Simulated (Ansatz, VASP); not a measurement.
# Cross-check of Sc3TlB between VASP and Ansatz, part 2 of 2

One calculation is typed for both programs; each brings its own data sets. How far apart do they land? The cell is taken from a series of runs on this material, whose earlier steps may have relaxed, scaled, displaced or heated it; both programs get it as it stands.

VASP 6.6.1 and Ansatz 0.2.0.

So far: Starting point; VASP: zone-centre phonons, PBEsol.

## Step 2: VASP: zone-centre phonons, PBEsol (continued)

Level of this step: PBEsol; plane waves and PAW (Sc_sv, Tl_d, B) (VASP).

Numbers of over 12 decimals in the logs are rounded to 6 here.

Parts of OUTCAR (step 2):

```text
ion  position               nearest neighbor table
   1  0.000  0.500  0.500-   5 2.32   5 2.32   4 3.28   2 3.28   3 3.28   4 3.28   2 3.28   4 3.28
                             4 3.28   2 3.28   3 3.28   3 3.28   3 3.28   2 3.28
   2  0.500  0.000  0.500-   5 2.32   5 2.32   4 3.28   1 3.28   3 3.28   4 3.28   1 3.28   3 3.28
                             3 3.28   3 3.28   1 3.28   4 3.28   4 3.28   1 3.28
   3  0.500  0.500  0.000-   5 2.32   5 2.32   4 3.28   1 3.28   1 3.28   2 3.28   2 3.28   2 3.28
                             4 3.28   2 3.28   1 3.28   4 3.28   1 3.28   4 3.28
   4  0.000  0.000  0.000-   1 3.28   2 3.28   3 3.28   1 3.28   2 3.28   1 3.28   3 3.28   1 3.28
                             2 3.28   3 3.28   2 3.28   3 3.28
   5  0.500  0.500  0.500-   1 2.32   2 2.32   3 2.32   3 2.32   2 2.32   1 2.32

  LATTYP: Found a simple cubic cell.
 ALAT       =     4.6329577095

 Subroutine GETGRP returns: Found 48 space group operations
 (whereof 48 operations were pure point group operations)

The static configuration has the point symmetry O_h .

 Found     35 irreducible k-points:

   k-points           NKPTS =     35   k-points in BZ     NKDIM =     35   number of bands    NBANDS=     30

   dimension x,y,z NGX =    36 NGY =   36 NGZ =   36
   dimension x,y,z NGXF=    72 NGYF=   72 NGZF=   72

   ENCUT  =  500.0 eV  36.75 Ry    6.06 a.u.   8.45  8.45  8.45*2*pi/ulx,y,z

   NELECT =      49.0000    total number of electrons

 k-points in reciprocal lattice and weights: Automatic mesh
   0.00000000  0.00000000  0.00000000       0.002
   0.12500000  0.00000000  0.00000000       0.012
   0.25000000  0.00000000  0.00000000       0.012
   0.37500000  0.00000000  0.00000000       0.012
   0.50000000  0.00000000  0.00000000       0.006
   0.12500000  0.12500000  0.00000000       0.023
   0.25000000  0.12500000  0.00000000       0.047
   0.37500000  0.12500000  0.00000000       0.047
   0.50000000  0.12500000  0.00000000       0.023
[...]
0.50000000  0.50000000  0.37500000       0.012
   0.50000000  0.50000000  0.50000000       0.002

 average (electrostatic) potential at core
       1 -45.5962       2 -45.5962       3 -45.5962       4 -83.9459       5 -26.0886

 POSITION                                       TOTAL-FORCE (eV/Angst)
 -----------------------------------------------------------------------------------
      0.00000      2.31648      2.31648         0.000000      0.000000      0.000000
      2.31648      0.00000      2.31648         0.000000      0.000000      0.000000
      2.31648      2.31648      0.00000         0.000000      0.000000      0.000000
      0.00000      0.00000      0.00000         0.000000      0.000000      0.000000
      2.31648      2.31648      2.31648         0.000000      0.000000      0.000000
 -----------------------------------------------------------------------------------
    total drift:                                0.000000      0.000000      0.000000

 Eigenvectors and eigenvalues of the dynamical matrix
 ----------------------------------------------------

   1 f  =   13.840538 THz    86.962668 2PiTHz  461.670667 cm-1    57.239842 meV
             X         Y         Z           dx          dy          dz
      0.000000  2.316479  2.316479     0.000000    0.000000   -0.034241
      2.316479  0.000000  2.316479     0.000000    0.000000   -0.034241
      2.316479  2.316479  0.000000     0.000000    0.000000   -0.389665
      0.000000  0.000000  0.000000    -0.000000   -0.000000    0.003685
      2.316479  2.316479  2.316479    -0.000000   -0.000000    0.919675

   2 f  =   13.840538 THz    86.962668 2PiTHz  461.670667 cm-1    57.239842 meV
             X         Y         Z           dx          dy          dz
      0.000000  2.316479  2.316479     0.029850   -0.034140    0.000000
      2.316479  0.000000  2.316479     0.002623   -0.388520    0.000000
      2.316479  2.316479  0.000000     0.002623   -0.034140   -0.000000
      0.000000  0.000000  0.000000    -0.000282    0.003675   -0.000000
      2.316479  2.316479  2.316479    -0.070451    0.916973    0.000000

   3 f  =   13.840538 THz    86.962668 2PiTHz  461.670667 cm-1    57.239842 meV
             X         Y         Z           dx          dy          dz
      0.000000  2.316479  2.316479     0.388520    0.002623    0.000000
      2.316479  0.000000  2.316479     0.034140    0.029850    0.000000
      2.316479  2.316479  0.000000     0.034140    0.002623   -0.000000
      0.000000  0.000000  0.000000    -0.003675   -0.000282    0.000000
      2.316479  2.316479  2.316479    -0.916973   -0.070451   -0.000000

   4 f  =    6.895291 THz    43.324389 2PiTHz  230.002141 cm-1    28.516618 meV
             X         Y         Z           dx          dy          dz
      0.000000  2.316479  2.316479    -0.029940    0.453255   -0.000728
      2.316479  0.000000  2.316479     0.018931   -0.716820   -0.000728
      2.316479  2.316479  0.000000     0.018931    0.453255    0.001151
      0.000000  0.000000  0.000000    -0.001121   -0.026838    0.000043
      2.316479  2.316479  2.316479    -0.011271   -0.269857    0.000433

   5 f  =    6.895291 THz    43.324389 2PiTHz  230.002141 cm-1    28.516618 meV
             X         Y         Z           dx          dy          dz
      0.000000  2.316479  2.316479    -0.118837   -0.002420    0.447378
      2.316479  0.000000  2.316479     0.075142    0.003827    0.447378
      2.316479  2.316479  0.000000     0.075142   -0.002420   -0.707526
      0.000000  0.000000  0.000000    -0.004449    0.000143   -0.026490
      2.316479  2.316479  2.316479    -0.044738    0.001441   -0.266358

   6 f  =    6.895291 THz    43.324389 2PiTHz  230.002141 cm-1    28.516618 meV
             X         Y         Z           dx          dy          dz
      0.000000  2.316479  2.316479    -0.706902   -0.018790   -0.075178
      2.316479  0.000000  2.316479     0.446984    0.029716   -0.075178
      2.316479  2.316479  0.000000     0.446984   -0.018790    0.118893
      0.000000  0.000000  0.000000    -0.026467    0.001113    0.004451
      2.316479  2.316479  2.316479    -0.266124    0.011187    0.044759

   7 f  =    3.837002 THz    24.108596 2PiTHz  127.988619 cm-1    15.868559 meV
             X         Y         Z           dx          dy          dz
      0.000000  2.316479  2.316479    -0.000000    0.102345   -0.695517
      2.316479  0.000000  2.316479    -0.076035   -0.000000    0.695517
      2.316479  2.316479  0.000000     0.076035   -0.102345   -0.000000
      0.000000  0.000000  0.000000     0.000000    0.000000    0.000000
      2.316479  2.316479  2.316479    -0.000000   -0.000000   -0.000000

   8 f  =    3.837002 THz    24.108596 2PiTHz  127.988619 cm-1    15.868559 meV
             X         Y         Z           dx          dy          dz
      0.000000  2.316479  2.316479     0.000000   -0.126265   -0.093943
      2.316479  0.000000  2.316479     0.689371    0.000000    0.093943
      2.316479  2.316479  0.000000    -0.689371    0.126265   -0.000000
      0.000000  0.000000  0.000000    -0.000000   -0.000000    0.000000
      2.316479  2.316479  2.316479     0.000000    0.000000   -0.000000

   9 f  =    3.837002 THz    24.108596 2PiTHz  127.988619 cm-1    15.868559 meV
             X         Y         Z           dx          dy          dz
      0.000000  2.316479  2.316479    -0.000000    0.688173    0.086200
      2.316479  0.000000  2.316479     0.137792    0.000000   -0.086200
      2.316479  2.316479  0.000000    -0.137792   -0.688173    0.000000
      0.000000  0.000000  0.000000    -0.000000   -0.000000   -0.000000
      2.316479  2.316479  2.316479    -0.000000    0.000000    0.000000

  10 f  =    2.932996 THz    18.428556 2PiTHz   97.834211 cm-1    12.129891 meV
             X         Y         Z           dx          dy          dz
      0.000000  2.316479  2.316479    -0.045821    0.003188    0.404220
      2.316479  0.000000  2.316479    -0.041075    0.003556    0.404220
      2.316479  2.316479  0.000000    -0.041075    0.003188    0.450925
      0.000000  0.000000  0.000000     0.065029   -0.005047   -0.639959
      2.316479  2.316479  2.316479    -0.022733    0.001764    0.223720

  11 f  =    2.932996 THz    18.428556 2PiTHz   97.834211 cm-1    12.129891 meV
             X         Y         Z           dx          dy          dz
      0.000000  2.316479  2.316479     0.450917    0.004348    0.041040
      2.316479  0.000000  2.316479     0.404212    0.004850    0.041040
      2.316479  2.316479  0.000000     0.404212    0.004348    0.045782
      0.000000  0.000000  0.000000    -0.639947   -0.006884   -0.064974
      2.316479  2.316479  2.316479     0.223716    0.002406    0.022714

  12 f  =    2.932996 THz    18.428556 2PiTHz   97.834211 cm-1    12.129891 meV
             X         Y         Z           dx          dy          dz
      0.000000  2.316479  2.316479    -0.004466    0.406278   -0.003611
      2.316479  0.000000  2.316479    -0.004004    0.453222   -0.003611
      2.316479  2.316479  0.000000    -0.004004    0.406278   -0.004028
      0.000000  0.000000  0.000000     0.006339   -0.643218    0.005717
      2.316479  2.316479  2.316479    -0.002216    0.224859   -0.001999

  13 f/i=    0.005975 THz     0.037541 2PiTHz    0.199301 cm-1     0.024710 meV
             X         Y         Z           dx          dy          dz
      0.000000  2.316479  2.316479    -0.020389    0.006484    0.357043
      2.316479  0.000000  2.316479    -0.020385    0.006485    0.357043
      2.316479  2.316479  0.000000    -0.020385    0.006484    0.357111
      0.000000  0.000000  0.000000    -0.043607    0.013870    0.763786
      2.316479  2.316479  2.316479    -0.009982    0.003175    0.174833

  14 f/i=    0.005975 THz     0.037541 2PiTHz    0.199301 cm-1     0.024710 meV
             X         Y         Z           dx          dy          dz
      0.000000  2.316479  2.316479    -0.083369   -0.347832    0.001558
      2.316479  0.000000  2.316479    -0.083353   -0.347898    0.001558
      2.316479  2.316479  0.000000    -0.083353   -0.347832    0.001558
      0.000000  0.000000  0.000000    -0.178308   -0.744082    0.003332
      2.316479  2.316479  2.316479    -0.040815   -0.170323    0.000763

  15 f/i=    0.005975 THz     0.037541 2PiTHz    0.199301 cm-1     0.024710 meV
             X         Y         Z           dx          dy          dz
      0.000000  2.316479  2.316479     0.347304   -0.083115    0.021334
      2.316479  0.000000  2.316479     0.347238   -0.083131    0.021334
      2.316479  2.316479  0.000000     0.347238   -0.083115    0.021338
      0.000000  0.000000  0.000000     0.742811   -0.177799    0.045638
      2.316479  2.316479  2.316479     0.170032   -0.040699    0.010447

 ELASTIC MODULI CONTR FROM IONIC RELAXATION (kBar)
 Direction    XX          YY          ZZ          XY          YZ          ZX
 --------------------------------------------------------------------------------
 XX           0.0000      0.0000      0.0000      0.0000      0.0000      0.0000
 YY           0.0000      0.0000      0.0000      0.0000      0.0000      0.0000
 ZZ           0.0000      0.0000      0.0000      0.0000      0.0000      0.0000
 XY           0.0000      0.0000      0.0000      0.0000      0.0000      0.0000
 YZ           0.0000      0.0000      0.0000      0.0000      0.0000      0.0000
 ZX           0.0000      0.0000      0.0000      0.0000      0.0000      0.0000
 --------------------------------------------------------------------------------
```

This run has no spin polarisation. Its electron count is odd, so without a moment it is a metal by construction. Energies printed during the response cycles are not total energies of the cell.

## Step 3: Ansatz: zone-centre phonons, PBEsol

Ansatz runs on its PAW soft_1 files.

The same cell, functional, mesh and smearing now go to Ansatz, which takes its cutoff from its data sets.

input.yaml reads:

```yaml
crystal:
  lattice:
    - [4.6329577095, 0.0, 0.0]
    - [0.0, 4.6329577095, 0.0]
    - [0.0, 0.0, 4.6329577095]
  atoms:
    - { symbol: Sc, position: [0.0, 0.5, 0.5] }
    - { symbol: Sc, position: [0.5, 0.0, 0.5] }
    - { symbol: Sc, position: [0.5, 0.5, 0.0] }
    - { symbol: Tl, position: [0.0, 0.0, 0.0] }
    - { symbol: B, position: [0.5, 0.5, 0.5] }
kpoints:
  mp_grid: { grid: [8, 8, 8] }
hamiltonian:
  xc: pbesol
  pseudopotentials: { kind: paw, azcp: { folder: soft_1 }, xc_functional: pbe }
scf:
  occupations: { method: methfessel_paxton, width: 0.2 }
output:
  eigenvalues: true
phonons:
  method: dfpt
```

Command:

```bash
ansatz run input.yaml --threads 4 --pin off --max-ram 10240MiB --backend cpu --events-out ev --progress --plain --runs-dir out
```

The log of the run:

```text
zone centre: on kpoints.mp_grid the ground state, and the responses unless they are solved on pairs of k-points, stand on 125 of the mesh's 512 k-points, reduced under 8 symmetry operations, with k and −k counted as one. Each operation leaves every solved displacement unchanged or reverses it
Engine: ansatz 0.2.0, aarch64-unknown-linux-gnu
Pseudopotentials: kind: paw
Pseudopotential: Sc, paw, valence charge 11, recommended cutoff 420 eV (normal), soft_1/Sc.paw.azcp
Pseudopotential: Tl, paw, valence charge 13, recommended cutoff 420 eV (normal), soft_1/Tl.paw.azcp
Pseudopotential: B, paw, valence charge 3, recommended cutoff 420 eV (normal), soft_1/B.paw.azcp
Functional definition: PBEsol
  exchange = pbesol_x
  correlation = pbesol_c
Crystal: 5 atoms, lattice volume = 99.443 Å³
Basis set: ecut = 420 eV, 1935 PW (Γ), exchange–correlation on 64×64×64 points (8 copies of the dense FFT grid, shifted against one another)
Bands: 30, of which v1, the nominal top of the filled ones, is band 25 counted from 1 (24 counted from 0)
Symmetry: 48 space group operations
k-points: 125 of 512 (irreducible under 8 space group operations)
Non-local potential: Sc, projectors of the file, l = 0: 3, l = 1: 2, l = 2: 3, l = 3: 1
Non-local potential: Tl, projectors of the file, l = 0: 2, l = 1: 2, l = 2: 2, l = 3: 1
Non-local potential: B, projectors of the file, l = 0: 2, l = 1: 2, l = 2: 1
PAW form: soft (Blöchl's): semilocal exchange-correlation on the pseudo side does not see the compensation charge
PAW frozen core: Sc, regenerated for the run's functional, and the local potential with it (the file was generated under x = pbe(κ = 0.804, μ = 0.219515), c = pbe(β = 0.066725))
PAW frozen core: Tl, regenerated for the run's functional, and the local potential with it (the file was generated under x = pbe(κ = 0.804, μ = 0.219515), c = pbe(β = 0.066725))
PAW frozen core: B, regenerated for the run's functional, and the local potential with it (the file was generated under x = pbe(κ = 0.804, μ = 0.219515), c = pbe(β = 0.066725))
PAW one-centre angular grid: Sc, 590 points (default); XC on 64 Gauss nodes
PAW one-centre angular grid: Tl, 590 points (default); XC on 64 Gauss nodes
PAW one-centre angular grid: B, 110 points (default); XC on 64 Gauss nodes
Initial density: superposition of atomic densities (chi_scale 0.1, normalization cell, long waves kept (reshape's long-wave potential 0.00 eV rms))
Initial wavefunctions: pseudopotential atomic-orbital guess
Functional: x = pbesol(κ = 0.804, μ = 0.123457), c = pbesol(β = 0.046)
SCF iter   1: F=—  HF=-17790.439799 eV  |F-HF|=—  |Δ(HF+E_count)|=         —  Δρ=7.84e-2  dr2=1.63e1  ethr=3.10e-3  ⟨swp⟩=4.5  Hψ=14748  notcnv=0
preconditioner: auto → Kerker (q_TF=auto, 2.425 Å⁻¹)  [metal: Δε(μ)=0.021 eV  Ē_g=6.893 eV  σ=0.200 eV  W_gap=0.09  n_scr=26 (ndim 8)  ℏωp=18.6 eV  f_vac=0.000  D(μ)=8.14/eV (n_scr^D=92)]
SCF iter   2: F=—  HF=-17787.174309 eV  |F-HF|=—  |Δ(HF+E_count)|=    3.27e0  S|Δr|=    0.00e0  Δρ=3.13e-2  dr2=3.19e0  ethr=3.10e-3  ⟨swp⟩=2.4  Hψ=7069  notcnv=0  defer=43
SCF iter   3: F=—  HF=-17786.455344 eV  |F-HF|=—  |Δ(HF+E_count)|=   7.19e-1  S|Δr|=    0.00e0  Δρ=1.07e-2  dr2=1.90e-1  ethr=3.10e-3  ⟨swp⟩=2.0  Hψ=6271  notcnv=0  defer=47
SCF iter   4: F=—  HF=-17786.406018 eV  |F-HF|=—  |Δ(HF+E_count)|=   4.93e-2  S|Δr|=    0.00e0  Δρ=2.44e-3  dr2=1.38e-2  ethr=3.87e-4  ⟨swp⟩=2.0  Hψ=4512  notcnv=0  defer=47
SCF iter   5: F=—  HF=-17786.402776 eV  |F-HF|=—  |Δ(HF+E_count)|=   3.24e-3  S|Δr|=    0.00e0  Δρ=5.65e-4  dr2=3.82e-4  ethr=2.81e-5  ⟨swp⟩=2.0  Hψ=4798  notcnv=0  defer=47
SCF iter   6: F=—  HF=-17786.402763 eV  |F-HF|=—  |Δ(HF+E_count)|=   1.29e-5  S|Δr|=    0.00e0  Δρ=1.33e-4  dr2=3.11e-5  ethr=7.79e-7  ⟨swp⟩=2.0  Hψ=4605  notcnv=0  defer=47
SCF iter   7: F=—  HF=-17786.402761 eV  |F-HF|=—  |Δ(HF+E_count)|=   2.09e-6  S|Δr|=    0.00e0  Δρ=3.34e-5  dr2=1.33e-6  ethr=6.35e-8  ⟨swp⟩=2.0  Hψ=5043  notcnv=0  defer=47
SCF iter   8: F=—  HF=-17786.402760 eV  |F-HF|=—  |Δ(HF+E_count)|=   1.19e-6  S|Δr|=    0.00e0  Δρ=9.12e-6  dr2=9.18e-8  ethr=2.72e-9  ⟨swp⟩=2.0  Hψ=5306  notcnv=0  defer=47
SCF iter   9: F=—  HF=-17786.402760 eV  |F-HF|=—  |Δ(HF+E_count)|=   1.37e-9  S|Δr|=    0.00e0  Δρ=1.82e-6  dr2=3.76e-9  ethr=1.87e-10  ⟨swp⟩=2.0  Hψ=5251  notcnv=0  defer=47
SCF iter  10: F=—  HF=-17786.402760 eV  |F-HF|=—  |Δ(HF+E_count)|=  2.18e-11  S|Δr|=    0.00e0  Δρ=4.72e-7  dr2=1.83e-10  ethr=7.66e-12  ⟨swp⟩=2.0  Hψ=5296  notcnv=0  defer=47
SCF iter  11: F=-17786.402760 eV  HF=-17786.402760 eV  |F-HF|=7.28e-12  |Δ(HF+E_count)|=  2.55e-11  S|Δr|=    0.00e0  Δρ=7.85e-8  dr2=6.89e-12  ethr=1.00e-12  ⟨swp⟩=7.6  Hψ=18185  notcnv=0
SCF 1 converged in 11 iterations: F = -17786.402760 eV  dr2 = 6.89e-12
  greatest PAW one-centre occupation: 0.998 electrons in one spin orbital (limit 2), on the Sc atom at site 2 (counted from 0), in its partial waves of l = 0
DFPT response loops at Γ: preconditioner auto → Kerker (q_TF=auto, 2.425 Å⁻¹) (partly filled bands, converged f_vac=0.000); β = 1.00, the filter's whole step (`scf.mixing.beta` (0.50) is not read by the response loops under this deck's `scf.mixing.preconditioner`; to damp them name `kerker` or `kerker_dos`, under which they read `scf.mixing.beta`, and type it under 1.00, their step now; both keys bind the ground state too); Broyden in place of MSR1
SCF converged after 11 iterations
Stability not checked: this state was not tested for a lower state beside it, because cold or Methfessel-Paxton smearing, or corrected tetrahedra, fill the levels in a way that the test cannot read (fill_not_monotonic; see scf.lower_state_search)
Free energy (F): -17786.402760 eV
Harris-Foulkes:  -17786.402760 eV  (|F-HF|=7.28e-12)
Internal energy: -17786.405062 eV  (E = F + TS)
E sigma→0 (E₀):  -17786.403335 eV
Entropy (-TS):   0.002303 eV (0.461 meV/atom)
Fermi energy:    10.026104 eV
--- Per-component energies (eV) ---
  E_band       = -435.070953
  E_kinetic    = 937.042182
  E_local      = -3202.993121  (includes V_loc(G=0)·N_el)
  E_nonlocal   = 754.076214
  E_hartree    = 1157.773521
  E_xc         = -471.629240
  E_vxc        = -476.853865  (∫ρ·V_xc dr)
  E_paw        = -13015.026363  (= ΣΔE_a)
  E_vpaw       = -761.889477  (= ΣTr[D̂ρ^β])
  E_aug_tail   = 0.000081  (compensation charges beyond the density's cutoff)
  E_ewald      = -3946.088456
  E_core_change = 0.440119  (= ΣΔE_core)
  E_smearing   = 0.002303  (= −TS)
  E_closure    = -0.000000  (closes the sum)
  Σ components = -17786.402760   (vs F -17786.402760, Δ=0.00e0)
--- Band table (eV; the first three rows and the last of 125) ---
  k-point 0: bands = [... 21 lower, 9.9116, 10.2162, 10.2162, 10.4368, 10.4368, 10.4368, 12.9447, 12.9447, ... 1 higher]
  k-point 1: bands = [... 21 lower, 9.8739, 10.3189, 10.3558, 10.3558, 10.4647, 10.5278, 12.3199, 12.8273, ... 1 higher]
  k-point 2: bands = [... 21 lower, 9.7990, 10.1609, 10.1609, 10.2145, 10.5375, 10.6080, 11.7362, 12.7236, ... 1 higher]
  k-point 124: bands = [... 21 lower, 7.5226, 9.3355, 9.3355, 9.3355, 11.9390, 11.9390, 11.9390, 12.0398, ... 1 higher]
--- Phonons (Γ-DFPT): 4 representative perturbations + reference, on 125 of 512 k-points (Σ response iterations 12) ---
  k mesh reduced under 8 symmetry operations, with k and −k counted as one. Each operation leaves every solved displacement unchanged or reverses it
  ASR residual: 2.176e-5 → 0.000e0 eV/Å²; symmetrization residual: 1.597e-6 eV/Å²
  ASR residual per site (eV/Å²): 1.47e-5 1.47e-5 1.47e-5 5.69e-6 2.18e-5
  Γ frequencies (cm⁻¹): 0.00 0.00 0.00 98.16 98.16 98.16 128.92 128.92 128.92 230.48 230.48 230.48 459.79 459.79 459.79
  non-analytic LO–TO correction: not included (Born effective charges unavailable; polar crystals: no LO–TO splitting at Γ)
```

## Step 4: Comparison

Known differences besides the potentials themselves: the cutoff is 420 eV in Ansatz and 500 eV in VASP; Ansatz makes its cores anew for this functional, VASP keeps those of its PBE data sets. Total energies have different zeros and are not compared.

The two programs side by side:

```
                    quantity  Ansatz   VASP  difference
  optical mode 1 to 3 (cm⁻¹)    98.2   97.8     +0.33 %
  optical mode 4 to 6 (cm⁻¹)   128.9  128.0     +0.73 %
  optical mode 7 to 9 (cm⁻¹)   230.5  230.0     +0.21 %
optical mode 10 to 12 (cm⁻¹)   459.8  461.7     -0.41 %
```

Modes are paired by rising frequency, not by their patterns, so a pair may set unlike modes beside each other; they are those without the splitting of longitudinal modes.

## Step 5: Results

| Property | Result |
| --- | --- |
| r.m.s. difference of the optical zone-centre modes, each program's sorted by frequency (zone-centre phonons, PBEsol) | 1.1 cm⁻¹ |
| difference in optical mode 4 to 6 (zone-centre phonons, PBEsol) | +0.7 % |

**Reading.** The r.m.s. difference of the optical zone-centre modes, each program's sorted by frequency is 1.1 cm⁻¹ (zone-centre phonons, PBEsol). Among the rows given in per cent, the largest difference of the zone-centre phonons, PBEsol pair is in optical mode 4 to 6, +0.7 %. Such differences can come from data sets, numerical settings and the points named under the comparisons, not from the functional's error against experiment.

[Lines on the potential files, build, host, timing and source positions are cut from VASP's logs without a mark.]

[Logs are printed without paths, hosts, clocks, repeated set-up lines and the standing remarks that a program may print on its own settings, such as how far it seeks lower states.]

[Hosts, paths, dates, database ids (printed as entryN), source tags and the programs' standing remarks are cut or masked in the printed files.]
